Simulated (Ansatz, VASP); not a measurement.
# Cross-check of AlSi23O48 ([AlO4]0 centre in alpha-quartz) between VASP and Ansatz

Aim: how closely do two programs agree when they are given the same cell, functional and k mesh? Of the first pair: The structure shown is the start of the Ansatz relaxation below; VASP solves that cell, so the two are compared at the walk's first step.

Program: Ansatz 0.2.0. Level of theory: plane waves, with VASP 6.6.1 beside it; single point at PBE. Results are calculated unless marked as measured.

## (1) Set-up

The cell holds 72 atoms: 23 Si, 48 O and 1 Al. Cell: a = 9.833 Å, b = 9.833 Å, c = 10.817 Å, α = 90.0°, β = 90.0°, γ = 120.0°. It derives from SiO2 (SiO2 (P3_221)). Nearest the centre at fractional (0.265, 0.265, 0.500): Al72 at 0.11 Å, O24 at 1.61 Å, O32 at 1.63 Å, O29 at 1.64 Å, O33 at 1.74 Å, Si5 at 3.05 Å, Si1 at 3.06 Å, Si16 at 3.07 Å.

## (2) Ansatz: relaxation, PBE

Ansatz runs on its default PAW (the set named soft_2) files.

The two programs are compared at the cell with which this relaxation starts, whose forces are those of its first step.

File input.yaml:

```yaml
relax:
  f_tol: 0.02
  max_steps: 80
  random_displacement: { amplitude: 0.01, seed: 632 }
crystal:
  lattice:
    - [9.83272005, 0.0, 0.0]
    - [-4.91636003, 8.51538535, 0.0]
    - [0.0, 0.0, 10.8168]
  atoms:
    - { symbol: Si, position: [0.232950673, 0.0, 0.333333333] }
    - { symbol: Si, position: [0.0, 0.232950673, 0.166666667] }
    - { symbol: Si, position: [0.267049327, 0.267049327, 0.0] }
    - { symbol: O, position: [0.205096325, 0.137117181, 0.389700302] }
    - { symbol: O, position: [0.362882819, 0.067979144, 0.223033636] }
    - { symbol: O, position: [0.432020856, 0.294903675, 0.056366969] }
    - { symbol: O, position: [0.137117181, 0.205096325, 0.110299698] }
    - { symbol: O, position: [0.067979144, 0.362882819, 0.276966364] }
    - { symbol: O, position: [0.294903675, 0.432020856, 0.443633031] }
    - { symbol: Si, position: [0.232950673, 0.0, 0.833333333] }
    - { symbol: Si, position: [0.0, 0.232950673, 0.666666667] }
    - { symbol: Al, position: [0.275193807, 0.27066631, 0.493352932] }
    - { symbol: O, position: [0.205096325, 0.137117181, 0.889700302] }
    - { symbol: O, position: [0.362882819, 0.067979144, 0.723033636] }
    - { symbol: O, position: [0.432020856, 0.294903675, 0.556366969] }
    - { symbol: O, position: [0.127347558, 0.200751248, 0.618278028] }
    - { symbol: O, position: [0.067979144, 0.362882819, 0.776966364] }
    - { symbol: O, position: [0.294903675, 0.432020856, 0.943633031] }
    - { symbol: Si, position: [0.232950673, 0.5, 0.333333333] }
    - { symbol: Si, position: [0.0, 0.732950673, 0.166666667] }
    - { symbol: Si, position: [0.267049327, 0.767049327, 0.0] }
    - { symbol: O, position: [0.205096325, 0.637117181, 0.389700302] }
    - { symbol: O, position: [0.362882819, 0.567979144, 0.223033636] }
    - { symbol: O, position: [0.432020856, 0.794903675, 0.056366969] }
    - { symbol: O, position: [0.137117181, 0.705096325, 0.110299698] }
    - { symbol: O, position: [0.067979144, 0.862882819, 0.276966364] }
    - { symbol: O, position: [0.294903675, 0.932020856, 0.443633031] }
    - { symbol: Si, position: [0.232950673, 0.5, 0.833333333] }
    - { symbol: Si, position: [0.0, 0.732950673, 0.666666667] }
    - { symbol: Si, position: [0.267049327, 0.767049327, 0.5] }
    - { symbol: O, position: [0.205096325, 0.637117181, 0.889700302] }
    - { symbol: O, position: [0.362882819, 0.567979144, 0.723033636] }
    - { symbol: O, position: [0.432020856, 0.794903675, 0.556366969] }
    - { symbol: O, position: [0.137117181, 0.705096325, 0.610299698] }
    - { symbol: O, position: [0.067979144, 0.862882819, 0.776966364] }
    - { symbol: O, position: [0.294903675, 0.932020856, 0.943633031] }
    - { symbol: Si, position: [0.732950673, 0.0, 0.333333333] }
    - { symbol: Si, position: [0.5, 0.232950673, 0.166666667] }
    - { symbol: Si, position: [0.767049327, 0.267049327, 0.0] }
    - { symbol: O, position: [0.705096325, 0.137117181, 0.389700302] }
    - { symbol: O, position: [0.862882819, 0.067979144, 0.223033636] }
    - { symbol: O, position: [0.932020856, 0.294903675, 0.056366969] }
    - { symbol: O, position: [0.637117181, 0.205096325, 0.110299698] }
    - { symbol: O, position: [0.567979144, 0.362882819, 0.276966364] }
    - { symbol: O, position: [0.794903675, 0.432020856, 0.443633031] }
    - { symbol: Si, position: [0.732950673, 0.0, 0.833333333] }
    - { symbol: Si, position: [0.5, 0.232950673, 0.666666667] }
    - { symbol: Si, position: [0.767049327, 0.267049327, 0.5] }
    - { symbol: O, position: [0.705096325, 0.137117181, 0.889700302] }
    - { symbol: O, position: [0.862882819, 0.067979144, 0.723033636] }
    - { symbol: O, position: [0.932020856, 0.294903675, 0.556366969] }
    - { symbol: O, position: [0.637117181, 0.205096325, 0.610299698] }
    - { symbol: O, position: [0.567979144, 0.362882819, 0.776966364] }
    - { symbol: O, position: [0.794903675, 0.432020856, 0.943633031] }
    - { symbol: Si, position: [0.732950673, 0.5, 0.333333333] }
    - { symbol: Si, position: [0.5, 0.732950673, 0.166666667] }
    - { symbol: Si, position: [0.767049327, 0.767049327, 0.0] }
    - { symbol: O, position: [0.705096325, 0.637117181, 0.389700302] }
    - { symbol: O, position: [0.862882819, 0.567979144, 0.223033636] }
    - { symbol: O, position: [0.932020856, 0.794903675, 0.056366969] }
    - { symbol: O, position: [0.637117181, 0.705096325, 0.110299698] }
    - { symbol: O, position: [0.567979144, 0.862882819, 0.276966364] }
    - { symbol: O, position: [0.794903675, 0.932020856, 0.443633031] }
    - { symbol: Si, position: [0.732950673, 0.5, 0.833333333] }
    - { symbol: Si, position: [0.5, 0.732950673, 0.666666667] }
    - { symbol: Si, position: [0.767049327, 0.767049327, 0.5] }
    - { symbol: O, position: [0.705096325, 0.637117181, 0.889700302] }
    - { symbol: O, position: [0.862882819, 0.567979144, 0.723033636] }
    - { symbol: O, position: [0.932020856, 0.794903675, 0.556366969] }
    - { symbol: O, position: [0.637117181, 0.705096325, 0.610299698] }
    - { symbol: O, position: [0.567979144, 0.862882819, 0.776966364] }
    - { symbol: O, position: [0.794903675, 0.932020856, 0.943633031] }
basis:
  ecutwfc: 420
  xc_grid: 2
hamiltonian:
  xc: pbe
kpoints:
  mp_grid: { grid: [1, 1, 1], shift: [0.25, 0.25, 0.25] }
magnetization:
  spin_polarized: true
  initial_magnetization: 1
  spin_locking: { lock_magnetization: hard }
scf:
  occupations: { method: fermi_dirac, width: 0.01 }
  max_iter: 120
output:
  forces: true
checkpoint:
  write: "../relax.run"
  compress: false
  write_wavefunctions: true
  write_every: 100000
```

The run is started by

```sh
> ansatz run input.yaml --threads 2 --pin off --max-ram 3768MiB --backend cpu --events-out ev --progress --plain --runs-dir out
```

Numbers of over 12 decimals in the logs are rounded to 6 here.

Output:

```text
Engine: ansatz 0.2.0, x86_64-unknown-linux-gnu
Pseudopotentials: kind: paw
Pseudopotential: Si, paw, valence charge 4, recommended cutoff 420 eV (normal), Si.paw.azcp
Pseudopotential: O, paw, valence charge 6, recommended cutoff 420 eV (normal), O.paw.azcp
Pseudopotential: Al, paw, valence charge 3, recommended cutoff 420 eV (normal), Al.paw.azcp
Functional definition: PBE
  parameter kappa = 0.804
  parameter beta = 0.066725
  exchange = pbe_x(kappa = kappa, mu = beta*pi^2/3)
  correlation = pbe_c(beta = beta)
Crystal: 72 atoms, lattice volume = 905.684 Å³
Basis set: ecut = 420 eV, 17821 PW (Γ), exchange–correlation on 144×144×150 points (8 copies of the dense FFT grid, shifted against one another)
Bands: 264, of which v1, the nominal top of the filled ones, is band 192 counted from 1 (191 counted from 0)
Symmetry: 1 space group operations
k-points: 1
Non-local potential: Si, projectors of the file, l = 0: 2, l = 1: 2, l = 2: 2
Non-local potential: O, projectors of the file, l = 0: 2, l = 1: 2, l = 2: 1
Non-local potential: Al, projectors of the file, l = 0: 2, l = 1: 2, l = 2: 1
PAW form: soft (Blöchl's): semilocal exchange-correlation on the pseudo side does not see the compensation charge
PAW one-centre angular grid: Si, 110 points (default); XC on 64 Gauss nodes
PAW one-centre angular grid: O, 110 points (default); XC on 64 Gauss nodes
PAW one-centre angular grid: Al, 110 points (default); XC on 64 Gauss nodes
Initial density: superposition of atomic densities (chi_scale 0.1, normalization cell, long waves kept (reshape's long-wave potential 0.03 eV rms))
Starting moments: Σ|m| = 1 μB on 72 of 72 sites
Initial wavefunctions: pseudopotential atomic-orbital guess
Functional: x = pbe(κ = 0.804, μ = 0.219515), c = pbe(β = 0.066725)
SCF iter   1: F=—  HF=-42515.251655 eV  |F-HF|=—  |Δ(HF+E_count)|=         —  Δρ=6.52e-2 (↑6.52e-2 ↓6.41e-2)  dr2=1.40e2  dr2_m=2.17e-2  M=1.000 μB ∫|m|=1.007 μB  β_m=0.30  ethr=3.10e-3  ⟨swp⟩=6.0  Hψ=2124  notcnv=0  defer=120
preconditioner: auto → Kerker (q_TF=auto, 2.364 Å⁻¹)  [metal: Δε(μ)=0.013 eV  Ē_g=17.881 eV  σ=0.010 eV  W_gap=0.30  n_scr=212 (ndim 8)  ℏωp=24.1 eV  f_vac=0.003  D(μ)=50.68/eV (n_scr^D=502)]
spin=Collinear: Kerker preconditioning applied to the charge; magnetization (m = ρ↑ − ρ↓) channel mixes plain (no charge-response kernel on spin).
SCF iter   2: F=—  HF=-42485.609804 eV  |F-HF|=—  |Δ(HF+E_count)|=    2.96e1  Δρ=3.51e-2 (↑3.51e-2 ↓3.49e-2)  dr2=4.35e1  dr2_m=1.01e-1  M=1.000 μB ∫|m|=1.029 μB  β_m=0.46  ethr=3.10e-3  ⟨swp⟩=2.0  Hψ=978  notcnv=0  defer=136
preconditioner: auto → Resta (q_TF=auto, 2.364 Å⁻¹)  ε∞=3.0  [insulator: Δε(μ)=0.039 eV  Ē_g=17.259 eV  σ=0.010 eV  W_gap=0.75  n_scr=212 (ndim 8)  ℏωp=24.1 eV  f_vac=0.001  D(μ)=23.12/eV (n_scr^D=144)  ε∞_Penn≈3.0]
spin=Collinear: Resta preconditioning applied to the charge; magnetization (m = ρ↑ − ρ↓) channel mixes plain (no charge-response kernel on spin).
SCF iter   3: F=—  HF=-42475.281046 eV  |F-HF|=—  |Δ(HF+E_count)|=    1.03e1  Δρ=1.68e-2 (↑1.32e-2 ↓1.68e-2)  dr2=5.18e0  dr2_m=1.67e-1  M=1.000 μB ∫|m|=1.098 μB  β_m=0.59  ethr=3.10e-3  ⟨swp⟩=3.0  Hψ=790  notcnv=0  defer=136
SCF iter   4: F=—  HF=-42475.503629 eV  |F-HF|=—  |Δ(HF+E_count)|=   2.23e-1  Δρ=1.76e-2 (↑6.92e-3 ↓1.76e-2)  dr2=4.90e0  dr2_m=4.06e-1  M=1.000 μB ∫|m|=1.126 μB  β_m=0.55  ethr=1.35e-3  ⟨swp⟩=2.0  Hψ=906  notcnv=0  defer=136
SCF iter   5: F=—  HF=-42475.181580 eV  |F-HF|=—  |Δ(HF+E_count)|=   3.22e-1  Δρ=8.33e-3 (↑1.87e-3 ↓8.33e-3)  dr2=7.40e-1  dr2_m=1.27e-1  M=1.000 μB ∫|m|=1.110 μB  β_m=0.48  ethr=1.28e-3  ⟨swp⟩=2.0  Hψ=910  notcnv=0  defer=136
SCF iter   6: F=—  HF=-42475.150663 eV  |F-HF|=—  |Δ(HF+E_count)|=   3.09e-2  Δρ=4.19e-3 (↑1.41e-3 ↓4.19e-3)  dr2=1.89e-1  dr2_m=2.96e-2  M=1.000 μB ∫|m|=1.098 μB  β_m=0.46  ethr=1.93e-4  ⟨swp⟩=2.0  Hψ=645  notcnv=0  defer=136
SCF iter   7: F=—  HF=-42475.176896 eV  |F-HF|=—  |Δ(HF+E_count)|=   2.62e-2  Δρ=5.14e-3 (↑9.01e-4 ↓5.14e-3)  dr2=2.71e-1  dr2_m=5.28e-2  M=1.000 μB ∫|m|=1.099 μB  β_m=0.52  ethr=4.92e-5  ⟨swp⟩=2.5  Hψ=801  notcnv=0  defer=136
SCF iter   8: F=—  HF=-42475.200631 eV  |F-HF|=—  |Δ(HF+E_count)|=   2.37e-2  Δρ=4.02e-3 (↑7.66e-4 ↓4.02e-3)  dr2=1.98e-1  dr2_m=2.81e-2  M=1.000 μB ∫|m|=1.095 μB  β_m=0.44  ethr=4.92e-5  ⟨swp⟩=2.0  Hψ=692  notcnv=0  defer=136
SCF iter   9: F=—  HF=-42475.199617 eV  |F-HF|=—  |Δ(HF+E_count)|=   1.01e-3  Δρ=2.29e-3 (↑3.00e-4 ↓2.29e-3)  dr2=6.04e-2  dr2_m=1.03e-2  M=1.000 μB ∫|m|=1.091 μB  β_m=0.41  ethr=4.92e-5  ⟨swp⟩=3.0  Hψ=697  notcnv=0  defer=136
SCF iter  10: F=—  HF=-42475.198602 eV  |F-HF|=—  |Δ(HF+E_count)|=   1.01e-3  Δρ=5.49e-4 (↑2.28e-4 ↓5.49e-4)  dr2=4.16e-3  dr2_m=5.65e-4  M=1.000 μB ∫|m|=1.091 μB  β_m=0.40  ethr=1.58e-5  ⟨swp⟩=2.0  Hψ=506  notcnv=0  defer=136
[...]
k-point 0 ↓: bands = [... 188 lower, 2.4291, 2.5485, 2.5805, 2.6957, 9.2059, 9.8928, 9.9201, 10.0824, ... 68 higher]
--- Relaxed structure (7 steps of the walk, 7 accepted, 0 SCFs on fresh bases) ---
  F+E_penalty+E_count = -42476.52814769 eV   max|allowed force component| = 1.874e-2 eV/Å
  atoms:
    - { symbol: Si, position: [0.229629, -0.00116479, 0.330874] }
    - { symbol: Si, position: [0.00144185, 0.233850, 0.167368] }
    - { symbol: Si, position: [0.269078, 0.269432, -0.000144538] }
    - { symbol: O, position: [0.200511, 0.137049, 0.380216] }
    - { symbol: O, position: [0.360660, 0.066183, 0.220574] }
    - { symbol: O, position: [0.433902, 0.297675, 0.057316] }
    - { symbol: O, position: [0.139131, 0.207607, 0.110028] }
    - { symbol: O, position: [0.066773, 0.365563, 0.276204] }
    - { symbol: O, position: [0.299915, 0.450794, 0.443497] }
    - { symbol: Si, position: [0.233974, 0.00191238, 0.832361] }
    - { symbol: Si, position: [-0.00105444, 0.230570, 0.669146] }
    - { symbol: Al, position: [0.274069, 0.274236, 0.500126] }
    - { symbol: O, position: [0.208005, 0.139868, 0.889466] }
    - { symbol: O, position: [0.365618, 0.066835, 0.723401] }
    - { symbol: O, position: [0.450867, 0.299825, 0.555955] }
    - { symbol: O, position: [0.137598, 0.201577, 0.620577] }
    - { symbol: O, position: [0.065396, 0.361467, 0.779467] }
    - { symbol: O, position: [0.296961, 0.434236, 0.942703] }
    - { symbol: Si, position: [0.231006, 0.506280, 0.331763] }
    - { symbol: Si, position: [-0.00304454, 0.727934, 0.166191] }
    - { symbol: Si, position: [0.265594, 0.767323, -0.00106175] }
    - { symbol: O, position: [0.200371, 0.643833, 0.385205] }
    - { symbol: O, position: [0.357766, 0.571648, 0.218635] }
    - { symbol: O, position: [0.432323, 0.799110, 0.054805] }
    - { symbol: O, position: [0.134162, 0.701245, 0.108250] }
    - { symbol: O, position: [0.066151, 0.856553, 0.277007] }
    - { symbol: O, position: [0.294146, 0.936150, 0.443828] }
    - { symbol: Si, position: [0.232247, 0.500036, 0.832782] }
    - { symbol: Si, position: [-0.000305325, 0.734233, 0.666993] }
    - { symbol: Si, position: [0.265557, 0.770100, 0.498682] }
    - { symbol: O, position: [0.205543, 0.638158, 0.888179] }
    - { symbol: O, position: [0.358975, 0.566123, 0.720241] }
    - { symbol: O, position: [0.430025, 0.795652, 0.554401] }
    - { symbol: O, position: [0.136757, 0.706856, 0.609795] }
    - { symbol: O, position: [0.068270, 0.865531, 0.776207] }
    - { symbol: O, position: [0.291946, 0.932088, 0.944130] }
    - { symbol: Si, position: [0.733863, 1.5626382904382086e-5, 0.332918] }
    - { symbol: Si, position: [0.499521, 0.232766, 0.167193] }
    - { symbol: Si, position: [0.766653, 0.265273, 0.000906101] }
[...]
- { symbol: Si, position: [0.727806, -0.00315926, 0.833629] }
    - { symbol: Si, position: [0.506376, 0.231107, 0.667796] }
    - { symbol: Si, position: [0.770323, 0.265946, 0.501308] }
[...]
- { symbol: Si, position: [0.731971, 0.496782, 0.335302] }
    - { symbol: Si, position: [0.499126, 0.735692, 0.164870] }
    - { symbol: Si, position: [0.764932, 0.764993, -4.466622555493562e-5] }
[...]
- { symbol: O, position: [0.568388, 0.864815, 0.275531] }
    - { symbol: O, position: [0.793616, 0.929936, 0.442844] }
    - { symbol: Si, position: [0.735073, 0.499141, 0.834916] }
    - { symbol: Si, position: [0.496417, 0.731731, 0.664558] }
    - { symbol: Si, position: [0.764879, 0.765110, 0.499875] }
    - { symbol: O, position: [0.703486, 0.633950, 0.890582] }
    - { symbol: O, position: [0.864365, 0.568883, 0.724440] }
    - { symbol: O, position: [0.929708, 0.794090, 0.557099] }
    - { symbol: O, position: [0.634474, 0.704517, 0.609668] }
    - { symbol: O, position: [0.563117, 0.859464, 0.776880] }
    - { symbol: O, position: [0.792515, 0.929201, 0.942262] }
```

(Part 1 of 3 ends here.)

[Lines on the potential files, build, host, timing and source positions are cut from VASP's logs without a mark.]

[Logs are printed without paths, hosts, clocks, repeated set-up lines and the standing remarks that a program may print on its own settings, such as how far it seeks lower states.]

[Hosts, paths, dates, database ids (printed as entryN), source tags and the programs' standing remarks are cut or masked in the printed files.]
